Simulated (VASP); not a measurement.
These are LDA (Ceperley-Alder, Perdew-Zunger), VASP's LDA PAW potentials (set 64) (plane waves; VASP) values and carry that method's errors.

VASP input:

### POSCAR
```
KF
1
    0.0000000000     2.5858472595     2.5858472595
    2.5858472595     0.0000000000     2.5858472595
    2.5858472595     2.5858472595     0.0000000000
K F
1 1
Direct
  0.0000000000   0.0000000000   0.0000000000
  0.5000000000   0.5000000000   0.5000000000
```

**INCAR**
```
SYSTEM = KF
PREC = Accurate; ENCUT = 520; LREAL = .FALSE.
LASPH = .TRUE.
EDIFF = 1E-7; NELM = 100; ALGO = Normal
ISMEAR = -5
ISIF = 2
LWAVE = .FALSE.; LCHARG = .TRUE.; LORBIT = 11
NEDOS = 601
```

KPOINTS:
```
Automatic
0
Gamma
10 10 10
```

POTCAR, in this order: K_sv F (LDA.64 set). Program: vasp_std.

Question: Predict the energy per atom (σ→0), band gap (on the k-mesh).

Answer: 
The energy per atom (σ→0) is -4.536 eV/atom. The band gap (on the k-mesh) is 6.32 eV.

### OSZICAR
```
...
DAV:   7    -0.909609058968E+01    0.44783E-01   -0.12740E-01  1528   0.323E+00    0.286E+00
DAV:   8    -0.907157845237E+01    0.24512E-01   -0.45693E-02  1260   0.253E+00    0.204E-01
DAV:   9    -0.907174672210E+01   -0.16827E-03   -0.49090E-03  1708   0.580E-01    0.108E-01
DAV:  10    -0.907183276226E+01   -0.86040E-04   -0.56180E-04  1340   0.272E-01    0.497E-02
DAV:  11    -0.907181699235E+01    0.15770E-04   -0.74264E-05  1348   0.988E-02    0.139E-02
DAV:  12    -0.907181819735E+01   -0.12050E-05   -0.22038E-06  1384   0.161E-02    0.364E-03
DAV:  13    -0.907181821305E+01   -0.15700E-07   -0.34743E-07  1380   0.659E-03
   1 F= -.90718182E+01 E0= -.90718182E+01  d E =0.000000E+00
```

The compound is KF in the rock salt structure. It was relaxed first, which changed the volume by -10 %.
